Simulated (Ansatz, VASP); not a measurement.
## H56C57S12 (amorphous polythiophene with methane at 500 K) in two plane-wave programs

Aim: how closely do two programs agree when they are given the same cell, functional and k mesh? The cell is taken from a series of runs on this material, whose earlier steps may have relaxed, scaled, displaced or heated it; both programs get it as it stands.

Calculated with Ansatz 0.2.0; plane waves, with VASP 6.6.1 beside it; single point at r2SCAN with D3(BJ).

**1. The structure**

The cell holds 125 atoms: 57 C, 12 S and 56 H. Cell: a = 12.078 Å, b = 12.078 Å, c = 12.078 Å, α = 90.0°, β = 90.0°, γ = 90.0°. As first built, before any earlier steps moved the atoms (in the runner's words): 2 polythiophene chains of 6 units, 5 methane placed at random, at 1.06 g/cm^3; overlaps pushed apart, then 20 ps at 800 K with MMFF94 bonds, angles, torsions, charges and radii (Halgren, J. Comput. Chem. 17, 490 (1996)) in harmonic and 12-6 forms; charges of ions scaled by 0.8. Snapshot after 30 ps at 500 K and fixed volume. The cell carries charge −1.

**2. Ansatz: single point, r2SCAN with D3(BJ)**

Ansatz runs on its default PAW (the set named soft_2) files.

With cell and atoms fixed, the geometry can't cause a difference; cores, projectors, grids and the points listed under the comparison can.

input.yaml reads:

```yaml
crystal:
  lattice:
    - [12.07807, 0.0, 0.0]
    - [0.0, 12.07807, 0.0]
    - [0.0, 0.0, 12.07807]
  atoms:
    - { symbol: C, position: [0.21431, 0.4476, 0.48501] }
    - { symbol: C, position: [0.26268, 0.55095, 0.43838] }
    - { symbol: C, position: [0.29808, 0.57057, 0.3324] }
    - { symbol: C, position: [0.34373, 0.67705, 0.31687] }
    - { symbol: C, position: [0.34426, 0.74064, 0.41177] }
    - { symbol: S, position: [0.28604, 0.66603, 0.52053] }
    - { symbol: C, position: [0.38192, 0.85207, 0.42704] }
    - { symbol: C, position: [0.39715, 0.91081, 0.52423] }
    - { symbol: C, position: [0.43332, 0.01989, 0.5078] }
    - { symbol: C, position: [0.44626, 0.04801, 0.39716] }
    - { symbol: S, position: [0.4116, 0.9357, 0.31345] }
    - { symbol: C, position: [0.48011, 0.15056, 0.34998] }
    - { symbol: C, position: [0.49475, 0.1779, 0.23936] }
    - { symbol: C, position: [0.52913, 0.28696, 0.22214] }
    - { symbol: C, position: [0.54224, 0.34773, 0.31898] }
    - { symbol: S, position: [0.50985, 0.26509, 0.43328] }
    - { symbol: C, position: [0.57643, 0.45969, 0.33172] }
    - { symbol: C, position: [0.59657, 0.5202, 0.4275] }
    - { symbol: C, position: [0.6303, 0.62935, 0.40781] }
    - { symbol: C, position: [0.63646, 0.65695, 0.29657] }
    - { symbol: S, position: [0.60065, 0.54259, 0.2157] }
    - { symbol: C, position: [0.66392, 0.75972, 0.2456] }
    - { symbol: C, position: [0.65592, 0.78895, 0.13465] }
    - { symbol: C, position: [0.6902, 0.89749, 0.11235] }
    - { symbol: C, position: [0.72543, 0.95491, 0.20515] }
    - { symbol: S, position: [0.71663, 0.87048, 0.32146] }
    - { symbol: C, position: [0.76807, 0.06581, 0.20996] }
    - { symbol: C, position: [0.79619, 0.13431, 0.12271] }
    - { symbol: C, position: [0.83775, 0.23805, 0.15709] }
    - { symbol: C, position: [0.84249, 0.25079, 0.26979] }
[... 89 atom lines left out ...]
    - { symbol: H, position: [0.10188, 0.19501, 0.21601] }
    - { symbol: C, position: [0.92858, 0.62143, 0.10531] }
    - { symbol: H, position: [0.86104, 0.56501, 0.12485] }
    - { symbol: H, position: [0.00048, 0.60176, 0.15588] }
    - { symbol: H, position: [0.90221, 0.7058, 0.12255] }
    - { symbol: H, position: [0.95034, 0.61399, 0.01815] }
total_charge: -1
kpoints:
  mp_grid: { grid: [1, 1, 1] }
hamiltonian:
  xc: r2scan
  dispersion: d3bj
scf:
  occupations: { method: fermi_dirac, width: 0.01 }
  lower_state_search: "off"
output:
  forces: true
  stress: true
  populations: true
  dos:
    method: { smearing: { sigma: 0.08 } }
    de: 0.1
    projected: { site_lists: { C: [C], H: [H], S: [S] } }
  eigenvalues: true
  write_density: true
  write_potential: true
  volumetric_format: npy
magnetization:
  spin_polarized: true
  initial_magnetization: 1
```

On the command line:

```console
$ ansatz run input.yaml --threads 4 --pin off --max-ram 8192MiB --backend cpu --events-out ev --progress --plain --runs-dir out
```

Numbers of over 12 decimals in the logs are rounded to 6 here.

What it wrote:

```text
Warning: the engine holds no damping parameters fitted to this dispersion correction and functional, so the run takes those fitted to r2scan beside the three-body term, which d3bj leaves out (hamiltonian.dispersion, under Limitations)
Engine: ansatz 0.2.0, x86_64-unknown-linux-gnu
Pseudopotentials: kind: paw
Pseudopotential: C, paw, valence charge 4, recommended cutoff 500 eV (meta_gga), C.paw.azcp
Pseudopotential: S, paw, valence charge 6, recommended cutoff 500 eV (meta_gga), S.paw.azcp
Pseudopotential: H, paw, valence charge 1, recommended cutoff 500 eV (meta_gga), H.paw.azcp
Functional definition: r2SCAN
  parameter k0 = 0.174
  parameter k1 = 0.065
  parameter a1 = 4.9479
  exchange = r2scan_x(k0 = k0, k1 = k1, a1 = a1)
  correlation = r2scan_c
Crystal: 125 atoms, lattice volume = 1761.946 Å³
Basis set: ecut = 500 eV, 44473 PW (Γ), exchange–correlation on 360×360×360 points (64 copies of the dense FFT grid, shifted against one another)
Bands: 304, of which v1, the nominal top of the filled ones, is band 179 counted from 1 (178 counted from 0)
Symmetry: 1 space group operations
Space group: P1 (ITA 1), of the structure as read, at distance tolerance 1.2e-4 Å
Magnetic group: BNS 1.1 (UNI 1), of the structure as read, at distance tolerance 1.2e-4 Å
k-points: 1
Non-local potential: C, projectors of the file, l = 0: 2, l = 1: 2, l = 2: 1
Non-local potential: S, projectors of the file, l = 0: 2, l = 1: 2, l = 2: 2
Non-local potential: H, projectors of the file, l = 0: 2, l = 1: 1
PAW form: soft (Blöchl's): semilocal exchange-correlation on the pseudo side does not see the compensation charge
PAW frozen core: C, regenerated for the run's functional (the file was generated under x = pbe(κ = 0.804, μ = 0.219515), c = pbe(β = 0.066725))
PAW frozen core: S, regenerated for the run's functional (the file was generated under x = pbe(κ = 0.804, μ = 0.219515), c = pbe(β = 0.066725))
PAW one-centre angular grid: C, 302 points (default); XC on 239 of its mesh's 2573 points in the sphere
PAW one-centre angular grid: S, 302 points (default); XC on 160 Gauss nodes
PAW one-centre angular grid: H, 302 points (default); XC on 160 Gauss nodes
Starting moments: Σ|m| = 1 μB on 125 of 125 sites
Initial wavefunctions: pseudopotential atomic-orbital guess
Functional: x = r2scan, c = r2scan; τ floored in thin density (d = 2e-4 eV/Å³)
SCF iter   1: F=-26022.218100 eV  HF=-26171.356052 eV  |F-HF|=1.49e2  |Δ(HF+E_count)|=         —  Δρ=4.78e-2 (↑4.74e-2 ↓4.78e-2)  dr2=2.14e2  dr2_τ=6.76e0  dr2_m=2.09e-2  M=1.000 μB ∫|m|=1.027 μB  β_m=1.00  ethr=3.10e-3  ⟨swp⟩=6.0  Hψ=2864  notcnv=0  defer=76
preconditioner: auto → Resta (q_TF=auto, 2.091 Å⁻¹)  ε∞=2.2  [insulator: Δε(μ)=0.106 eV  Ē_g=13.405 eV  σ=0.010 eV  W_gap=0.99  n_scr=256 (ndim 8)  ℏωp=14.5 eV  f_vac=0.140  D(μ)=0.98/eV (n_scr^D=0)  ε∞_Penn≈2.2]
spin=Collinear: Resta preconditioning applied to the charge; magnetization (m = ρ↑ − ρ↓) channel mixes plain (no charge-response kernel on spin).
SCF iter   2: F=-26093.755310 eV  HF=-26125.314682 eV  |F-HF|=3.16e1  |Δ(HF+E_count)|=         —  Δρ=2.89e-2 (↑2.89e-2 ↓2.89e-2)  dr2=5.99e1  dr2_τ=5.47e-1  dr2_m=2.47e-3  M=0.991 μB ∫|m|=1.133 μB  β_m=0.30  ethr=3.10e-3  ⟨swp⟩=3.0  Hψ=1090  notcnv=0  defer=238
Mixer restart at iter 2: flushing history
SCF iter   3: F=-26105.802875 eV  HF=-26115.149285 eV  |F-HF|=9.35e0  |Δ(HF+E_count)|=    1.02e1  Δρ=1.97e-2 (↑1.96e-2 ↓1.97e-2)  dr2=2.33e1  dr2_τ=1.52e-1  dr2_m=2.64e-3  M=0.992 μB ∫|m|=1.159 μB  β_m=0.30  ethr=3.10e-3  ⟨swp⟩=2.0  Hψ=910  notcnv=0  defer=240  κ⁻¹=1.0e0(r=1)
SCF iter   4: F=-26110.212021 eV  HF=-26110.428727 eV  |F-HF|=2.17e-1  |Δ(HF+E_count)|=    4.72e0  Δρ=7.53e-3 (↑7.37e-3 ↓7.53e-3)  dr2=2.57e0  dr2_τ=5.11e-2  dr2_m=2.75e-3  M=0.992 μB ∫|m|=1.188 μB  β_m=0.30  ethr=3.10e-3  ⟨swp⟩=2.0  Hψ=716  notcnv=0  defer=240  κ⁻¹=2.3e-2(r=2)
SCF iter   5: F=-26110.469022 eV  HF=-26110.355070 eV  |F-HF|=1.14e-1  |Δ(HF+E_count)|=   7.37e-2  Δρ=2.04e-3 (↑1.98e-3 ↓2.04e-3)  dr2=2.19e-1  dr2_τ=2.20e-3  dr2_m=1.72e-3  M=0.995 μB ∫|m|=1.221 μB  β_m=0.30  ethr=7.20e-4  ⟨swp⟩=3.0  Hψ=1073  notcnv=0  defer=240  κ⁻¹=1.4e-3(r=3)
SCF iter   6: F=-26110.482487 eV  HF=-26110.446604 eV  |F-HF|=3.59e-2  |Δ(HF+E_count)|=   9.15e-2  Δρ=9.37e-4 (↑9.37e-4 ↓8.67e-4)  dr2=3.85e-2  dr2_τ=6.49e-4  dr2_m=1.27e-3  M=0.995 μB ∫|m|=1.251 μB  β_m=0.30  ethr=6.13e-5  ⟨swp⟩=2.0  Hψ=582  notcnv=0  defer=240  κ⁻¹=3.7e-4(r=4)
SCF iter   7: F=-26110.490395 eV  HF=-26110.472797 eV  |F-HF|=1.76e-2  |Δ(HF+E_count)|=   2.62e-2  Δρ=4.39e-4 (↑4.39e-4 ↓4.22e-4)  dr2=9.24e-3  dr2_τ=1.36e-4  dr2_m=9.76e-4  M=0.997 μB ∫|m|=1.279 μB  β_m=0.30  ethr=1.08e-5  ⟨swp⟩=2.5  Hψ=591  notcnv=0  defer=240  κ⁻¹=1.7e-4(r=5)
[...]
k-point 0 ↓: bands = [... 175 lower, 0.0300, 0.7756, 0.7939, 2.2938, 2.4736, 2.7443, 2.9091, 3.3386, ... 121 higher]
--- Löwdin populations: 125 sites ---
  site symbol       q [e]    m [muB]
     0      C      4.4468    -0.0016
     1      C      4.0988     0.0261
     2      C      4.1646    -0.0120
     3      C      4.1703     0.0304
     4      C      4.1006    -0.0133
     5      S      5.6322     0.0068
     6      C      4.1070     0.0416
     7      C      4.1624    -0.0187
     8      C      4.1714     0.0301
     9      C      4.1054    -0.0018
    10      S      5.6343     0.0195
    11      C      4.1083     0.0340
    12      C      4.1601    -0.0023
    13      C      4.1662     0.0135
    14      C      4.1084     0.0173
    15      S      5.6590     0.0198
    16      C      4.1045     0.0178
    17      C      4.1731     0.0156
    18      C      4.1557    -0.0052
    19      C      4.1102     0.0352
    20      S      5.6623     0.0235
    21      C      4.1084    -0.0056
    22      C      4.1781     0.0345
    23      C      4.1609    -0.0188
[...]
117      H      0.8117    -0.0000
   118      H      0.7966     0.0000
   119      H      0.7933     0.0000
   120      C      4.6591     0.0003
   121      H      0.8064     0.0002
   122      H      0.7967     0.0001
   123      H      0.7936     0.0001
   124      H      0.8094     0.0000
  spilling = 0.013463 (of n_electrons = 357.000000)
```

**3. VASP: single point, r2SCAN with D3(BJ)**

The same cell, functional, mesh and smearing now go to VASP, with its own data sets.

Lines of VASP's logs that name or quote its potential files are left out, and so is its time.

INCAR reads:

```
SYSTEM = H56C57S12
PREC = Accurate
ENCUT = 660
EDIFF = 1E-06
NELM = 200
ISMEAR = -1
SIGMA = 0.01
LREAL = Auto
ALGO = Normal
METAGGA = R2SCAN
IVDW = 12
VDW_S6 = 1
VDW_S8 = 0.78981345
VDW_A1 = 0.49484001
VDW_A2 = 5.73083694
LASPH = .TRUE.
NELECT = 357
NBANDS = 266
ISPIN = 2
MAGMOM = -0 0.01 -0 0.01 -0 0.02 -0 0.01 -0 0.01 -0 0 0.01 0.01 0 -0 0.01 -0 0.01 -0 0.01 -0.01 0.01 -0 0.01 -0 -0 0.01 -0 0.01 -0.01 0.02 -0.01 0.01 -0 0.02 -0 0.01 0.01 0.01 0 -0 0.02 -0 0.01 -0.01 0.03 -0.01 0.01 -0 0.02 -0 0 -0 0 -0 0 0 0.01 0.01 0.01 0 0 0 0.01 0.01 0.01 0.01 0 0 0 0 0 -0 0 -0 0 -0 -0 0 -0 0 -0 0 0 0 0 0 0 0 0 -0 0 -0 0 -0 -0 0 -0 0 -0 0 0 0 0 0 0 -0 0 0 -0 0 0 -0 -0 0 0 0 -0 0 -0 0 0 0 -0
LORBIT = 11
LWAVE = .FALSE.
LCHARG = .FALSE.
ISIF = 2
GGA_COMPAT = .FALSE.
LMIXTAU = .TRUE.
```

POSCAR reads:

```
H56C57S12
1.0
   12.0780700000      0.0000000000      0.0000000000
    0.0000000000     12.0780700000      0.0000000000
    0.0000000000      0.0000000000     12.0780700000
C S H
57 12 56
Direct
    0.2143100000      0.4476000000      0.4850100000
    0.2626800000      0.5509500000      0.4383800000
    0.2980800000      0.5705700000      0.3324000000
    0.3437300000      0.6770500000      0.3168700000
    0.3442600000      0.7406400000      0.4117700000
    0.3819200000      0.8520700000      0.4270400000
    0.3971500000      0.9108100000      0.5242300000
    0.4333200000      0.0198900000      0.5078000000
    0.4462600000      0.0480100000      0.3971600000
    0.4801100000      0.1505600000      0.3499800000
    0.4947500000      0.1779000000      0.2393600000
    0.5291300000      0.2869600000      0.2221400000
    0.5422400000      0.3477300000      0.3189800000
    0.5764300000      0.4596900000      0.3317200000
    0.5965700000      0.5202000000      0.4275000000
    0.6303000000      0.6293500000      0.4078100000
    0.6364600000      0.6569500000      0.2965700000
    0.6639200000      0.7597200000      0.2456000000
    0.6559200000      0.7889500000      0.1346500000
    0.6902000000      0.8974900000      0.1123500000
    0.7254300000      0.9549100000      0.2051500000
    0.7680700000      0.0658100000      0.2099600000
    0.7961900000      0.1343100000      0.1227100000
    0.8377500000      0.2380500000      0.1570900000
    0.8424900000      0.2507900000      0.2697900000
    0.8795100000      0.3487200000      0.3350800000
    0.0307100000      0.6982600000      0.7341600000
    0.1314900000      0.7486900000      0.7843200000
    0.2086000000      0.7018200000      0.8534300000
    0.2969200000      0.7730800000      0.8813600000
[... 89 atom lines left out ...]
    0.2375600000      0.2336700000      0.2591200000
    0.1018800000      0.1950100000      0.2160100000
    0.8610400000      0.5650100000      0.1248500000
    0.0004800000      0.6017600000      0.1558800000
    0.9022100000      0.7058000000      0.1225500000
    0.9503400000      0.6139900000      0.0181500000
```

KPOINTS reads:

```
Automatic mesh
0
Gamma
1 1 1
0 0 0
```

PAW data sets: C, S and H (PBE family, release 64).

On the command line:

```console
$ export OMP_NUM_THREADS=3
$ mpirun -np 1 vasp_gam
```

What it wrote:

```text
[banner, memory and clock lines left out]
running    1 mpi-ranks, on    1 nodes
[...]
Offloading initialized ...    1 GPUs detected
[...]
|                                                                             |
|               ----> ADVICE to this user running VASP <----                  |
|                                                                             |
|     You enforced a specific xc type in the INCAR file but a different       |
|     [... a line on the potential file left out ...]
|     I HOPE YOU KNOW WHAT YOU ARE DOING!                                     |
|                                                                             |

 LDA part: xc-table for (None), standard interpolation
 POSCAR, INCAR and KPOINTS ok, starting setup
[...]
entering main loop
       N       E                     dE             d eps       ncg     rms          rms(c)
DAV:   1     0.275985949986E+04    0.27599E+04   -0.19835E+05  1072   0.147E+03
DAV:   2    -0.616250728713E+03   -0.33761E+04   -0.32038E+04  1374   0.289E+02
DAV:   3    -0.997906825228E+03   -0.38166E+03   -0.37802E+03  1304   0.986E+01
DAV:   4    -0.100941447120E+04   -0.11508E+02   -0.11440E+02  1352   0.196E+01
DAV:   5    -0.100977355012E+04   -0.35908E+00   -0.35862E+00  1352   0.329E+00BRMIX: very serious problems
 the old and the new charge density differ
 old charge density:   356.00000 new  357.00000
    0.654E+01
DAV:   6    -0.861867622084E+03    0.14791E+03   -0.10406E+02  1296   0.199E+01    0.430E+01
DAV:   7    -0.857250383511E+03    0.46172E+01   -0.51350E+01  1248   0.117E+01    0.169E+01
DAV:   8    -0.856171642382E+03    0.10787E+01   -0.21031E+00  1344   0.343E+00    0.730E+00
DAV:   9    -0.856215067451E+03   -0.43425E-01   -0.85706E-01  1200   0.159E+00    0.409E+00
[...]
DAV:  21    -0.856337448613E+03   -0.10542E-04   -0.47551E-06  1088   0.488E-03    0.624E-03
DAV:  22    -0.856337451798E+03   -0.31842E-05   -0.37924E-06  1120   0.438E-03    0.789E-03
DAV:  23    -0.856337452393E+03   -0.59511E-06   -0.58268E-07   952   0.179E-03
   1 F= -.86041411E+03 E0= -.86041408E+03  d E =-.552586E-04  mag=     0.9994
```

From OUTCAR (step 3):

```text
 magnetization (x)
# of ion       s       p       d       tot
------------------------------------------
    1       -0.000  -0.001   0.000  -0.001
    2        0.001   0.014   0.000   0.015
    3       -0.001  -0.006   0.000  -0.007
    4        0.001   0.015   0.000   0.016
    5       -0.001  -0.007   0.000  -0.008
    6        0.002   0.023   0.000   0.025
[...]
123        0.000   0.000   0.000   0.000
  124       -0.000   0.000   0.000   0.000
  125       -0.000   0.000   0.000  -0.000
--------------------------------------------------
tot          0.037   0.503   0.000   0.541
```

The run ends at a pressure of -0.25 GPa, with forces up to 0.12 eV/Å.

**4. Comparison**

Known differences besides the potentials themselves: VASP starts from the moments at which Ansatz ended; VASP keeps PBE cores, Ansatz makes them for the functional; the cutoff is 500 eV in Ansatz and 660 eV in VASP (PREC = Accurate, projectors in real space). Total energies have different zeros and are not compared.

Compared:

| quantity | Ansatz | VASP | difference |
| --- | --- | --- | --- |
| total moment (μB) | 1.00 | 1.00 | 0.00 |

Forces on 7 of the 125 atoms, those with the largest forces and the largest differences (eV/Å; atoms numbered as in POSCAR):

| atom | Ansatz x, y, z | VASP x, y, z |
| --- | --- | --- |
| C2 | 0.007, -0.005, -0.001 | -0.001, 0.047, 0.105 |
| C14 | -0.001, -0.005, 0.000 | 0.005, 0.018, -0.109 |
| C21 | -0.004, 0.001, -0.001 | 0.008, -0.019, 0.111 |
| C22 | 0.003, -0.001, 0.000 | 0.004, 0.005, 0.111 |
| C25 | 0.000, -0.002, -0.003 | -0.023, -0.059, 0.098 |
| C28 | 0.004, -0.001, 0.006 | -0.020, 0.098, -0.051 |
| C51 | -0.001, 0.003, -0.005 | 0.027, -0.086, 0.064 |

The forces differ by 40 meV/Å r.m.s., where the r.m.s. force is 0.012 eV/Å in Ansatz and 0.038 eV/Å in VASP: the atoms lie near their places of rest in Ansatz, so a percentage would say little (all taken over all components). The cell carries a charge of -1 e against a uniform background, so its pressure also hangs on how the neutralising background is counted, and in a defect's cell a gap may be the spacing between its levels.

**5. Summary of results**

| Property | Result |
| --- | --- |
| r.m.s. force difference (single point, r2SCAN with D3(BJ)) | 40 meV/Å |

What this shows: The r.m.s. force difference is 40 meV/Å (single point, r2SCAN with D3(BJ)), beyond the 12 meV/Å picked in this series as the mark of a large difference. What causes the difference of the single point, r2SCAN with D3(BJ) pair stays open here. How closely two codes agree says nothing of how well the functional describes the real material.

[Lines on the potential files, build, host, timing and source positions are cut from VASP's logs without a mark.]

[Logs are printed without paths, hosts, clocks, repeated set-up lines and the standing remarks that a program may print on its own settings, such as how far it seeks lower states.]

[Hosts, paths, dates, database ids (printed as entryN), source tags and the programs' standing remarks are cut or masked in the printed files.]

[The MMFF94 radii named for the starting cell were scaled by 0.96; in molecules described by MMFF94, hydrogen bound to N, O or S took a small fixed 12-6 site in their place.]
